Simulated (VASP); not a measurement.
Output of a VASP run:

File OSZICAR:
```
...
DAV:   2    -0.491925703094E+02    0.40165E-03   -0.19143E-03  1454   0.323E-01    0.111E-01
DAV:   3    -0.491924766082E+02    0.93701E-04   -0.36288E-04  1463   0.949E-02    0.367E-02
DAV:   4    -0.491924640035E+02    0.12605E-04   -0.56032E-05  1451   0.506E-02    0.242E-02
DAV:   5    -0.491924644979E+02   -0.49436E-06   -0.84649E-06  1465   0.187E-02
   4 F= -.33380698E+02 E0= -.33380695E+02  d E =-.926815E-01
       N       E                     dE             d eps       ncg     rms          rms(c)
DAV:   1    -0.490771849405E+02    0.11528E+00   -0.48231E+00  1352   0.145E+01    0.211E+00
DAV:   2    -0.490354209524E+02    0.41764E-01   -0.30092E-01  1401   0.382E+00    0.113E+00
DAV:   3    -0.490247004857E+02    0.10720E-01   -0.19334E-02  1464   0.826E-01    0.710E-01
DAV:   4    -0.490217044729E+02    0.29960E-02   -0.47726E-03  1387   0.435E-01    0.578E-01
DAV:   5    -0.490207651924E+02    0.93928E-03   -0.26544E-03  1453   0.311E-01    0.110E-01
DAV:   6    -0.490207198385E+02    0.45354E-04   -0.33202E-04  1530   0.113E-01    0.358E-02
DAV:   7    -0.490207199216E+02   -0.83119E-07   -0.26069E-05  1532   0.277E-02    0.151E-02
DAV:   8    -0.490207200482E+02   -0.12664E-06   -0.12624E-06   886   0.597E-03
   5 F= -.33419143E+02 E0= -.33419117E+02  d E =-.384458E-01
       N       E                     dE             d eps       ncg     rms          rms(c)
DAV:   1    -0.490051302885E+02    0.15590E-01   -0.28571E-02  1345   0.112E+00    0.166E-01
DAV:   2    -0.490048783286E+02    0.25196E-03   -0.18224E-03  1415   0.298E-01    0.951E-02
DAV:   3    -0.490048156416E+02    0.62687E-04   -0.10918E-04  1457   0.615E-02    0.575E-02
DAV:   4    -0.490047949928E+02    0.20649E-04   -0.34272E-05  1408   0.366E-02    0.455E-02
DAV:   5    -0.490047915528E+02    0.34400E-05   -0.14337E-05  1439   0.230E-02    0.109E-02
DAV:   6    -0.490047918579E+02   -0.30507E-06   -0.20403E-06   915   0.906E-03
   6 F= -.33419330E+02 E0= -.33419299E+02  d E =-.386326E-01
       N       E                     dE             d eps       ncg     rms          rms(c)
DAV:   1    -0.490103978956E+02   -0.56063E-02   -0.12665E+00  1261   0.757E+00    0.112E+00
DAV:   2    -0.489922117089E+02    0.18186E-01   -0.16294E-01  1461   0.246E+00    0.871E-01
DAV:   3    -0.489890893901E+02    0.31223E-02   -0.83482E-03  1480   0.578E-01    0.349E-01
DAV:   4    -0.489872293092E+02    0.18601E-02   -0.65670E-03  1483   0.432E-01    0.139E-01
DAV:   5    -0.489871257793E+02    0.10353E-03   -0.45669E-04  1515   0.140E-01    0.870E-02
DAV:   6    -0.489871125826E+02    0.13197E-04   -0.13910E-04  1517   0.687E-02    0.238E-02
DAV:   7    -0.489871120587E+02    0.52387E-06   -0.12394E-05  1443   0.216E-02    0.136E-02
DAV:   8    -0.489871115870E+02    0.47170E-06   -0.28734E-06  1074   0.105E-02
   7 F= -.33425736E+02 E0= -.33425607E+02  d E =-.640601E-02
       N       E                     dE             d eps       ncg     rms          rms(c)
DAV:   1    -0.489855280102E+02    0.15840E-02   -0.62277E-03  1268   0.532E-01    0.787E-02
DAV:   2    -0.489854389872E+02    0.89023E-04   -0.81397E-04  1474   0.175E-01    0.627E-02
DAV:   3    -0.489854235803E+02    0.15407E-04   -0.41884E-05  1456   0.409E-02    0.258E-02
DAV:   4    -0.489854137855E+02    0.97949E-05   -0.36079E-05  1510   0.319E-02    0.106E-02
DAV:   5    -0.489854132493E+02    0.53614E-06   -0.22011E-06  1040   0.101E-02
   8 F= -.33425763E+02 E0= -.33425623E+02  d E =-.643224E-02
```

OUTCAR:
```
------------------------ aborting loop because EDIFF is reached ----------------------------------------
  FORCE on cell =-STRESS in cart. coord.  units (eV):
  Direction    XX          YY          ZZ          XY          YZ          ZX
  --------------------------------------------------------------------------------------
  Total       15.5244653     15.5244638     15.4913256      0.0000000      0.0000000      0.0000000
  in kB      299.3216022    299.3215739    298.6826477      0.0000000      0.0000000      0.0000000
  external PRESSURE =      -0.8913921 kB  Pullay stress =     300.0000000 kB
  volume of cell :       83.10
      direct lattice vectors                 reciprocal lattice vectors
     1.487840873 -2.577015864  0.000000000     0.336057443 -0.194022865  0.000000000
     1.487840873  2.577015864  0.000000000     0.336057443  0.194022865 -0.000000000
     0.000000000  0.000000000 10.836414246    -0.000000000 -0.000000000  0.092281448
 POSITION                                       TOTAL-FORCE (eV/Angst)
 -----------------------------------------------------------------------------------
      1.48784      0.85901      2.70910        -0.000000      0.000000      0.000000
      1.48784     -0.85901      8.12731         0.000000     -0.000000      0.000000
      1.48784      0.85901      9.71606        -0.000000     -0.000000     -0.010057
      1.48784     -0.85901      4.29786        -0.000000     -0.000000     -0.010057
      1.48784     -0.85901      1.12035         0.000000      0.000000      0.010057
      1.48784      0.85901      6.53856        -0.000000      0.000000      0.010057
 -----------------------------------------------------------------------------------
    total drift:                                0.000000      0.001025     -0.000034
  FREE ENERGIE OF THE ION-ELECTRON SYSTEM (eV)
  ---------------------------------------------------
  free  energy   TOTEN  =       -48.9854132493 eV

  energy  without entropy=      -48.9851344562  energy(sigma->0) =      -48.98527385
  enthalpy is  TOTEN    =       -33.4257625245 eV   P V=       15.5596507248

 reached required accuracy - stopping structural energy minimisation
```
(Selected blocks of OUTCAR.)

### POSCAR
```
WS2
1
    1.5105276116    -2.6163104947     0.0000000000
    1.5105276116     2.6163104947     0.0000000000
    0.0000000000     0.0000000000    11.0503169001
W S
2 4
Direct
  0.3333330000   0.6666670000   0.2500000000
  0.6666670000   0.3333330000   0.7500000000
  0.3333330000   0.6666670000   0.8933384159
  0.6666670000   0.3333330000   0.3933384159
  0.6666670000   0.3333330000   0.1066615841
  0.3333330000   0.6666670000   0.6066615841
```

**Question.** Write an INCAR and KPOINTS that could have produced this output.

**Answer.** One answer among several that fit: the input of the run itself, PBEsol GGA, plane waves, VASP's PBE PAW potentials (set 64).

INCAR:
```
! general
SYSTEM   =  WS2
PREC     =  Accurate
ENCUT    =  500
LREAL    =  .False.
LASPH    =  .True.

! electronic loop
EDIFF    =  1E-6
NELM     =  100
ALGO     =  Normal
LMAXMIX  =  6

! smearing
ISMEAR   =  0
SIGMA    =  0.05

! functional
GGA      =  PS

! ions
IBRION   =  2
NSW      =  40
ISIF     =  3
EDIFFG   =  -0.02
PSTRESS  =  300

! output
LWAVE    =  .False.
LCHARG   =  .False.
```

File KPOINTS:
```
Regular mesh
0
Gamma
 8 8 2
```

POTCAR, in this order: W_sv S (PBE.64 set). Program: vasp_std.

Energy and stress use the plane-wave basis of the starting cell. Without a dispersion term in the relaxation, distances and binding between the weakly bound layers, chains or molecules are unreliable, and so is what depends on them.

The compound is WS2 in the 2H layered structure. This run relaxes it under an external pressure of 30 GPa. Symmetry was kept, so distortions that lower it aren't found.
